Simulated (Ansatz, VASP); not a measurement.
# Sb (Antimony): VASP beside Ansatz

One calculation is typed for both programs; each brings its own data sets. How far apart do they land? The cell is taken from a series of runs on this material, whose earlier steps may have relaxed, scaled, displaced or heated it; both programs get it as it stands.

Method: plane waves, with VASP 6.6.1 beside it; zone-centre phonons at PBEsol, in Ansatz 0.2.0.

## Step 1: Starting point

Symmetry: R-3m, No. 166, trigonal system. The conventional cell has a = 4.322 Å, b = 4.322 Å, c = 11.053 Å, α = 90.00°, β = 90.00°, γ = 120.00°. Nearest to Sb lie 3 Sb at 2.93 Å.

## Step 2: Ansatz: zone-centre phonons, PBEsol

Ansatz runs on its default PAW (the set named soft_2) files.

Second derivatives magnify differences that forces hide, and they need a tight electronic threshold.

input.yaml

```yaml
crystal:
  lattice:
    - [2.160901116, 1.2475968411, 3.6841893986]
    - [-2.160901116, 1.2475968411, 3.6841893986]
    - [0.0, -2.4951936821, 3.6841893987]
  atoms:
    - { symbol: Sb, position: [0.2358492309, 0.2358492309, 0.2358492309] }
    - { symbol: Sb, position: [0.7641507691, 0.7641507691, 0.7641507691] }
kpoints:
  mp_grid: { grid: [15, 15, 15] }
hamiltonian:
  xc: pbesol
scf:
  occupations: { method: methfessel_paxton, width: 0.2 }
output:
  eigenvalues: true
phonons:
  method: dfpt
```

Launch:

```console
$ ansatz run input.yaml --threads 4 --pin off --max-ram 14336MiB --backend cpu --events-out ev --progress --plain --runs-dir out
```

Numbers of over 12 decimals in the logs are rounded to 6 here.

Output:

```text
Engine: ansatz 0.2.0, aarch64-unknown-linux-gnu
Pseudopotentials: kind: paw
Pseudopotential: Sb, paw, valence charge 15, recommended cutoff 420 eV (normal), Sb.paw.azcp
Functional definition: PBEsol
  exchange = pbesol_x
  correlation = pbesol_c
Crystal: 2 atoms, lattice volume = 59.594 Å³
Basis set: ecut = 420 eV, 1183 PW (Γ), exchange–correlation on 60×60×60 points (8 copies of the dense FFT grid, shifted against one another)
Bands: 19, of which v1, the nominal top of the filled ones, is band 15 counted from 1 (14 counted from 0)
Symmetry: 12 space group operations
k-points: 904 of 3375 (irreducible under 2 space group operations, time reversal used)
Non-local potential: Sb, projectors of the file, l = 0: 2, l = 1: 2, l = 2: 2, l = 3: 2
PAW form: soft (Blöchl's): semilocal exchange-correlation on the pseudo side does not see the compensation charge
PAW frozen core: Sb, regenerated for the run's functional, and the local potential with it (the file was generated under x = pbe(κ = 0.804, μ = 0.219515), c = pbe(β = 0.066725))
PAW one-centre angular grid: Sb, 590 points (default); XC on 64 Gauss nodes
Initial density: superposition of atomic densities (neutral atoms: chi_scale 0, normalization atom), corrected by the library's trained network
Initial wavefunctions: pseudopotential atomic-orbital guess
Functional: x = pbesol(κ = 0.804, μ = 0.123457), c = pbesol(β = 0.046)
SCF iter   1: F=—  HF=-12816.171906 eV  |F-HF|=—  |Δ(HF+E_count)|=         —  Δρ=2.63e-3  dr2=3.31e-3  ethr=1.77e-3  ⟨swp⟩=5.7  Hψ=83385  notcnv=0
preconditioner: auto → Kerker (q_TF=auto, 2.433 Å⁻¹)  [metal: Δε(μ)=0.010 eV  Ē_g=8.686 eV  σ=0.200 eV  W_gap=0.04  n_scr=14 (ndim 8)  ℏωp=15.2 eV  f_vac=0.001  D(μ)=0.18/eV (n_scr^D=0)]
SCF iter   2: F=—  HF=-12816.169272 eV  |F-HF|=—  |Δ(HF+E_count)|=   2.63e-3  S|Δr|=    0.00e0  Δρ=1.76e-3  dr2=1.24e-3  ethr=1.10e-5  ⟨swp⟩=2.7  Hψ=38911  notcnv=0
SCF iter   3: F=—  HF=-12816.169011 eV  |F-HF|=—  |Δ(HF+E_count)|=   2.60e-4  S|Δr|=    0.00e0  Δρ=7.52e-4  dr2=1.71e-4  ethr=4.14e-6  ⟨swp⟩=2.0  Hψ=30746  notcnv=0
SCF iter   4: F=—  HF=-12816.168877 eV  |F-HF|=—  |Δ(HF+E_count)|=   1.34e-4  S|Δr|=    0.00e0  Δρ=2.65e-4  dr2=2.91e-5  ethr=5.71e-7  ⟨swp⟩=2.0  Hψ=30673  notcnv=0
SCF iter   5: F=—  HF=-12816.168864 eV  |F-HF|=—  |Δ(HF+E_count)|=   1.29e-5  S|Δr|=    0.00e0  Δρ=5.60e-5  dr2=2.68e-6  ethr=9.69e-8  ⟨swp⟩=2.0  Hψ=30745  notcnv=0
SCF iter   6: F=—  HF=-12816.168864 eV  |F-HF|=—  |Δ(HF+E_count)|=   7.35e-7  S|Δr|=    0.00e0  Δρ=1.66e-5  dr2=3.13e-7  ethr=8.92e-9  ⟨swp⟩=2.0  Hψ=28611  notcnv=0
SCF iter   7: F=—  HF=-12816.168864 eV  |F-HF|=—  |Δ(HF+E_count)|=   4.27e-8  S|Δr|=    0.00e0  Δρ=1.22e-5  dr2=5.61e-8  ethr=1.04e-9  ⟨swp⟩=3.0  Hψ=31440  notcnv=0
SCF iter   8: F=—  HF=-12816.168864 eV  |F-HF|=—  |Δ(HF+E_count)|=   2.66e-8  S|Δr|=    0.00e0  Δρ=1.50e-6  dr2=1.61e-9  ethr=1.87e-10  ⟨swp⟩=2.0  Hψ=30745  notcnv=0
SCF iter   9: F=—  HF=-12816.168864 eV  |F-HF|=—  |Δ(HF+E_count)|=  2.55e-10  S|Δr|=    0.00e0  Δρ=2.88e-7  dr2=9.85e-11  ethr=5.36e-12  ⟨swp⟩=2.0  Hψ=30763  notcnv=0
SCF iter  10: F=-12816.168864 eV  HF=-12816.168864 eV  |F-HF|=1.82e-12  |Δ(HF+E_count)|=  1.27e-11  S|Δr|=    0.00e0  Δρ=7.34e-8  dr2=6.42e-12  ethr=1.00e-12  ⟨swp⟩=5.0  Hψ=73250  notcnv=0
SCF 1 converged in 10 iterations: F = -12816.168864 eV  dr2 = 6.42e-12
  greatest PAW one-centre occupation: 0.996 electrons in one spin orbital (limit 2), on the Sb atom at site 1 (counted from 0), in its partial waves of l = 2
DFPT response loops at Γ: preconditioner auto → Kerker (q_TF=auto, 2.433 Å⁻¹) (partly filled bands, converged f_vac=0.000); β = 1.00, the filter's whole step (`scf.mixing.beta` (0.50) is not read by the response loops under this deck's `scf.mixing.preconditioner`; to damp them name `kerker` or `kerker_dos`, under which they read `scf.mixing.beta`, and type it under 1.00, their step now; both keys bind the ground state too); Broyden in place of MSR1
SCF converged after 10 iterations
Stability not checked: this state was not tested for a lower state beside it, because cold or Methfessel-Paxton smearing, or corrected tetrahedra, fill the levels in a way that the test cannot read (fill_not_monotonic; see scf.lower_state_search)
Free energy (F): -12816.168864 eV
Harris-Foulkes:  -12816.168864 eV  (|F-HF|=1.82e-12)
Internal energy: -12816.171222 eV  (E = F + TS)
E sigma→0 (E₀):  -12816.169453 eV
Entropy (-TS):   0.002359 eV (1.179 meV/atom)
Fermi energy:    10.075185 eV
--- Per-component energies (eV) ---
  E_band       = -336.050784
  E_kinetic    = 414.957502
  E_local      = -3166.586871  (includes V_loc(G=0)·N_el)
  E_nonlocal   = 728.124971
  E_hartree    = 1434.352546
  E_xc         = -275.147574
  E_vxc        = -193.463094  (∫ρ·V_xc dr)
  E_paw        = -8999.118493  (= ΣΔE_a)
  E_vpaw       = -987.788335  (= ΣTr[D̂ρ^β])
  E_aug_tail   = -0.000004  (compensation charges beyond the density's cutoff)
  E_ewald      = -2953.417014
  E_core_change = 0.663714  (= ΣΔE_core)
  E_smearing   = 0.002359  (= −TS)
  E_closure    = -0.000000  (closes the sum)
  Σ components = -12816.168864   (vs F -12816.168864, Δ=0.00e0)
--- Band table (eV; the first three rows and the last of 904) ---
  k-point 0: bands = [... 11 lower, 5.3580, 8.1349, 8.2870, 8.2870, 12.4271, 12.9157, 12.9157, 15.0888]
  k-point 1: bands = [... 11 lower, 5.1113, 8.1542, 8.2809, 8.4026, 12.3727, 12.7657, 12.7694, 14.8616]
  k-point 2: bands = [... 11 lower, 4.5026, 8.1693, 8.2670, 8.6745, 12.1534, 12.3801, 12.3867, 14.6187]
  k-point 903: bands = [... 11 lower, 0.9742, 8.0341, 8.6242, 9.5884, 10.3269, 10.3965, 11.6600, 17.0778]
--- Phonons (Γ-DFPT): 2 representative perturbations + reference, on 904 of 3375 k-points (Σ response iterations 6) ---
  k mesh reduced under 2 symmetry operations, with k and −k counted as one. Each operation leaves every solved perturbation unchanged. A smaller set is not used because it would not reduce the number of displacements times k-points to solve
  ASR residual: 2.998e-5 → 0.000e0 eV/Å²; symmetrization residual: 5.208e-5 eV/Å²
  ASR residual per site (eV/Å²): 3.00e-5 3.00e-5
  Γ frequencies (cm⁻¹): 0.00 0.00 0.00 90.02 90.02 139.96
  non-analytic LO–TO correction: not included (Born effective charges unavailable; polar crystals: no LO–TO splitting at Γ)
```

In the SCF lines HF is the Harris–Foulkes energy and dr2 the Hartree energy of the density residual, in eV; the loop may stop once dr2 is under the threshold and the program's other checks hold. Hψ counts applications of the Hamiltonian.

## Step 3: VASP: zone-centre phonons, PBEsol

The same cell, functional, mesh and smearing now go to VASP, with its own data sets.

Lines of VASP's logs that name or quote its potential files are left out, and so is its time.

INCAR

```
SYSTEM = Sb
PREC = Accurate
ENCUT = 500
EDIFF = 1E-08
NELM = 120
ISMEAR = 1
SIGMA = 0.2
LREAL = .FALSE.
ALGO = Normal
GGA = PS
NBANDS = 11
LORBIT = 11
LWAVE = .FALSE.
LCHARG = .FALSE.
ISIF = 2
IBRION = 8
LASPH = .TRUE.
GGA_COMPAT = .FALSE.
KPAR = 2
```

POSCAR

```
Sb
1.0
    2.1609011160      1.2475968411      3.6841893986
   -2.1609011160      1.2475968411      3.6841893986
    0.0000000000     -2.4951936821      3.6841893987
Sb
2
Direct
    0.2358492309      0.2358492309      0.2358492309
    0.7641507691      0.7641507691      0.7641507691
```

KPOINTS

```
Automatic mesh
0
Gamma
15 15 15
0 0 0
```

PAW data sets: Sb (PBE family, release 64).

Launch:

```console
$ mpirun -np 2 vasp_std
```

Output:

```text
[banner, memory and clock lines left out]
running    2 mpi-ranks, on    1 nodes
 distrk:  each k-point on    1 cores,    2 groups
 distr:  one band on    1 cores,    1 groups

 POSCAR found type information on POSCAR Sb
 POSCAR found :  1 types and       2 ions
|                                                                             |
|               ----> ADVICE to this user running VASP <----                  |
|                                                                             |
|     You enforced a specific xc type in the INCAR file but a different       |
|     [... a line on the potential file left out ...]
|     I HOPE YOU KNOW WHAT YOU ARE DOING!                                     |
|                                                                             |

 LDA part: xc-table for (Slater+PW92), standard interpolation
 POSCAR, INCAR and KPOINTS ok, starting setup
 FFT: planning ... GRIDC
 FFT: planning ... GRID_SOFT
 FFT: planning ... GRID
 WAVECAR not read
 entering main loop
       N       E                     dE             d eps       ncg     rms          rms(c)
DAV:   1     0.342614570850E+02    0.34261E+02   -0.35101E+03  7568   0.692E+02
DAV:   2    -0.722404575400E+01   -0.41486E+02   -0.40195E+02 10034   0.112E+02
DAV:   3    -0.911176886101E+01   -0.18877E+01   -0.18677E+01  9184   0.269E+01
DAV:   4    -0.912914158751E+01   -0.17373E-01   -0.17366E-01  8563   0.303E+00
DAV:   5    -0.912934074771E+01   -0.19916E-03   -0.19916E-03  8772   0.367E-01    0.289E+00
DAV:   6    -0.912029540813E+01    0.90453E-02   -0.21246E-03  8562   0.283E-01    0.173E+00
DAV:   7    -0.911470284189E+01    0.55926E-02   -0.52386E-03  8354   0.435E-01    0.580E-02
DAV:   8    -0.911473417873E+01   -0.31337E-04   -0.12798E-04  8549   0.794E-02    0.175E-02
DAV:   9    -0.911474180180E+01   -0.76231E-05   -0.14555E-05  8582   0.242E-02    0.534E-03
DAV:  10    -0.911474129843E+01    0.50337E-06   -0.19674E-06  8606   0.780E-03    0.848E-04
DAV:  11    -0.911474137680E+01   -0.78371E-07   -0.15246E-07  8585   0.252E-03    0.475E-04
DAV:  12    -0.911474141545E+01   -0.38642E-07   -0.14848E-08  6919   0.686E-04    0.955E-05
DAV:  13    -0.911474142424E+01   -0.87990E-08   -0.16182E-09  4336   0.272E-04
   1 F= -.91147414E+01 E0= -.91155362E+01  d E =0.238427E-02
 Linear response reoptimize wavefunctions to high precision
DAV:   1    -0.911474142522E+01   -0.97685E-09   -0.18066E-10  4981   0.106E-04
DAV:   2    -0.911474142523E+01   -0.74465E-11   -0.23595E-11  4159   0.426E-05
 Linear response DOF=           2
 Linear response progress:
  Degree of freedom:   1/  2
       N       E                     dE             d eps       ncg     rms          rms(c)
RMM:   1    -0.250321295687E-01   -0.25032E-01    0.24900E-02 74985   0.118E+00
RMM:   2    -0.247940942061E-01    0.23804E-03   -0.15948E-03 58599   0.238E-01    0.479E-02
RMM:   3    -0.247950270124E-01   -0.93281E-06   -0.41055E-05 61781   0.389E-02    0.286E-02
RMM:   4    -0.248487010435E-01   -0.53674E-04   -0.19454E-05 61755   0.208E-02    0.218E-03
RMM:   5    -0.248563136463E-01   -0.76126E-05   -0.15194E-06 63273   0.360E-03    0.962E-04
RMM:   6    -0.248584204738E-01   -0.21068E-05   -0.59495E-08 62203   0.917E-04    0.290E-04
RMM:   7    -0.248575898358E-01    0.83064E-06    0.11959E-07 64446   0.217E-04    0.740E-05
RMM:   8    -0.248575461753E-01    0.43661E-07    0.12349E-08 65271   0.546E-05    0.147E-05
RMM:   9    -0.248575338691E-01    0.12306E-07   -0.79673E-09 65084   0.166E-05    0.123E-06
RMM:  10    -0.248575276815E-01    0.61877E-08   -0.52131E-09 63307   0.445E-06    0.705E-07
 first order change of Fermi-energy  -0.13565E-04
 force on displaced ion       1 direction 1 :  -1.955   0.000   0.000
 Linear response progress:
  Degree of freedom:   2/  2
       N       E                     dE             d eps       ncg     rms          rms(c)
RMM:   1    -0.259968272884E-01   -0.25997E-01    0.18797E-02 14871   0.118E+00
RMM:   2    -0.249502099665E-01    0.10466E-02   -0.15443E-03 11824   0.244E-01    0.469E-02
RMM:   3    -0.248479712771E-01    0.10224E-03   -0.41536E-05 12592   0.425E-02    0.284E-02
RMM:   4    -0.247777250261E-01    0.70246E-04   -0.25534E-05 12250   0.255E-02    0.700E-03
RMM:   5    -0.247894523800E-01   -0.11727E-04   -0.33897E-07 12703   0.528E-03    0.248E-03
RMM:   6    -0.247918821620E-01   -0.24298E-05    0.12187E-08 12773   0.105E-03    0.796E-04
RMM:   7    -0.247909744471E-01    0.90771E-06   -0.27316E-08 12948   0.301E-04    0.203E-04
RMM:   8    -0.247909879203E-01   -0.13473E-07   -0.76129E-09 13062   0.635E-05    0.320E-05
RMM:   9    -0.247909827403E-01    0.51800E-08   -0.28758E-10 13229   0.180E-05    0.164E-05
 first order change of Fermi-energy  -0.27760E+00
 force on displaced ion       1 direction 3 :   0.000  -0.000  -4.551
 Linear response finished
```

From OUTCAR (step 3):

```text
ion  position               nearest neighbor table
   1  0.236  0.236  0.236-   2 2.93   2 2.93   2 2.93   2 3.30   2 3.30   2 3.30
   2  0.764  0.764  0.764-   1 2.93   1 2.93   1 2.93   1 3.30   1 3.30   1 3.30

  LATTYP: Found a trigonal (rhomboedric) cell.
 ALAT       =     4.4496340339
 COS(alpha) =     0.5283159437

 Subroutine GETGRP returns: Found 12 space group operations
 (whereof 12 operations were pure point group operations)

The static configuration has the point symmetry D_3d.

 Found    344 irreducible k-points:

   k-points           NKPTS =    344   k-points in BZ     NKDIM =    344   number of bands    NBANDS=     11

   dimension x,y,z NGX =    32 NGY =   32 NGZ =   32
   dimension x,y,z NGXF=    64 NGYF=   64 NGZF=   64

   ENCUT  =  500.0 eV  36.75 Ry    6.06 a.u.   8.11  8.11  8.11*2*pi/ulx,y,z

   NELECT =      10.0000    total number of electrons

 k-points in reciprocal lattice and weights: Automatic mesh
   0.00000000  0.00000000  0.00000000       0.000
   0.06666667  0.00000000  0.00000000       0.002
   0.13333333  0.00000000  0.00000000       0.002
   0.20000000  0.00000000  0.00000000       0.002
   0.26666667  0.00000000  0.00000000       0.002
   0.33333333  0.00000000  0.00000000       0.002
   0.40000000 -0.00000000  0.00000000       0.002
   0.46666667  0.00000000  0.00000000       0.002
   0.06666667  0.06666667  0.00000000       0.002
[...]
0.46666667  0.46666667  0.46666667       0.001
  -0.46666667  0.46666667  0.46666667       0.002

 average (electrostatic) potential at core
       1 -85.5376       2 -85.5376

  Total        0.0713742      0.0713742      0.0493621     -0.0000000     -0.0000000      0.0000000
  in kB        1.9188863      1.9188863      1.3270949     -0.0000000     -0.0000000      0.0000000
  external PRESSURE =       1.7216225 kB  Pullay stress =       0.0000000 kB

  energy-cutoff  :      500.00
  volume of cell :       59.59
      direct lattice vectors                 reciprocal lattice vectors
     2.160901116  1.247596841  3.684189399     0.231384952  0.133590164  0.090476709
    -2.160901116  1.247596841  3.684189399    -0.231384952  0.133590164  0.090476709
     0.000000000 -2.495193682  3.684189399     0.000000000 -0.267180328  0.090476709

 POSITION                                       TOTAL-FORCE (eV/Angst)
 -----------------------------------------------------------------------------------
      0.00000      0.00000      2.60674         0.000000      0.000000      0.048948
      0.00000      0.00000      8.44583         0.000000     -0.000000     -0.048948
 -----------------------------------------------------------------------------------
    total drift:                                0.000000      0.000000      0.000000

 Eigenvectors and eigenvalues of the dynamical matrix
 ----------------------------------------------------

   1 f  =    4.274429 THz    26.857031 2PiTHz  142.579612 cm-1    17.677611 meV
             X         Y         Z           dx          dy          dz
      0.000000  0.000000  2.606740     0.000000   -0.000000    0.707107
      0.000000  0.000000  8.445828    -0.000000    0.000000   -0.707107

   2 f  =    2.801742 THz    17.603863 2PiTHz   93.456046 cm-1    11.587068 meV
             X         Y         Z           dx          dy          dz
      0.000000  0.000000  2.606740    -0.000002    0.707107    0.000000
      0.000000  0.000000  8.445828     0.000002   -0.707107   -0.000000

   3 f  =    2.801742 THz    17.603863 2PiTHz   93.456046 cm-1    11.587068 meV
             X         Y         Z           dx          dy          dz
      0.000000  0.000000  2.606740     0.707107    0.000002    0.000000
      0.000000  0.000000  8.445828    -0.707107   -0.000002   -0.000000

   4 f  =    0.000000 THz     0.000000 2PiTHz    0.000002 cm-1     0.000000 meV
             X         Y         Z           dx          dy          dz
      0.000000  0.000000  2.606740     0.046291   -0.295693    0.640643
      0.000000  0.000000  8.445828     0.046291   -0.295693    0.640643

   5 f  =    0.000000 THz     0.000000 2PiTHz    0.000001 cm-1     0.000000 meV
             X         Y         Z           dx          dy          dz
      0.000000  0.000000  2.606740    -0.231015    0.600282    0.293757
      0.000000  0.000000  8.445828    -0.231015    0.600282    0.293757

   6 f/i=    0.000000 THz     0.000000 2PiTHz    0.000000 cm-1     0.000000 meV
             X         Y         Z           dx          dy          dz
      0.000000  0.000000  2.606740     0.666700    0.228532    0.057306
      0.000000  0.000000  8.445828     0.666700    0.228532    0.057306

 ELASTIC MODULI CONTR FROM IONIC RELAXATION (kBar)
 Direction    XX          YY          ZZ          XY          YZ          ZX
 --------------------------------------------------------------------------------
 XX        -101.2610    -71.7013   -143.2850      0.0000     55.7604     -0.0000
 YY         -71.7013   -101.2610   -143.2850     -0.0000    -55.7604      0.0000
 ZZ        -143.2850   -143.2850   -237.3997      0.0000      0.0000     -0.0000
 XY           0.0000     -0.0000      0.0000    -14.7799     -0.0000     52.7926
 YZ          55.7604    -55.7604      0.0000     -0.0000   -210.3687      0.0000
 ZX          -0.0000      0.0000     -0.0000     52.7926      0.0000   -188.5710
 --------------------------------------------------------------------------------
```

## Step 4: Differences

Known differences besides the potentials themselves: the data sets hold 30 valence electrons in Ansatz (on its default PAW (the set named soft_2) files) and 10 in VASP; the cutoff is 420 eV in Ansatz and 500 eV in VASP; Ansatz makes its cores anew for this functional, VASP keeps those of its PBE data sets. Total energies have different zeros and are not compared.

Both answers:

| quantity | Ansatz | VASP | difference |
| --- | --- | --- | --- |
| optical mode 1 to 2 (cm⁻¹) | 90.0 | 93.5 | -3.68 % |
| optical mode 3 (cm⁻¹) | 140.0 | 142.6 | -1.84 % |

Modes are paired by rising frequency, not by their patterns, so a pair may set unlike modes beside each other; they are those without the splitting of longitudinal modes.

## Step 5: What came out

```
r.m.s. difference of the optical zone-centre modes, each program's sorted by frequency (zone-centre phonons, PBEsol) : 3.2 cm⁻¹
difference in optical mode 1 to 2 (zone-centre phonons, PBEsol)                                                      : -3.7 %
```

What this shows: The r.m.s. difference of the optical zone-centre modes, each program's sorted by frequency is 3.2 cm⁻¹ (zone-centre phonons, PBEsol). The data sets hold unlike numbers of valence electrons (30 in Ansatz and 10 in VASP), so part of the differences comes from the potentials. Among the rows given in per cent, the largest difference of the zone-centre phonons, PBEsol pair is in optical mode 1 to 2, -3.7 %. Such differences can come from data sets, numerical settings and the points named under the comparisons, not from the functional's error against experiment.

[Lines on the potential files, build, host, timing and source positions are cut from VASP's logs without a mark.]

[Logs are printed without paths, hosts, clocks, repeated set-up lines and the standing remarks that a program may print on its own settings, such as how far it seeks lower states.]

[Hosts, paths, dates, database ids (printed as entryN), source tags and the programs' standing remarks are cut or masked in the printed files.]
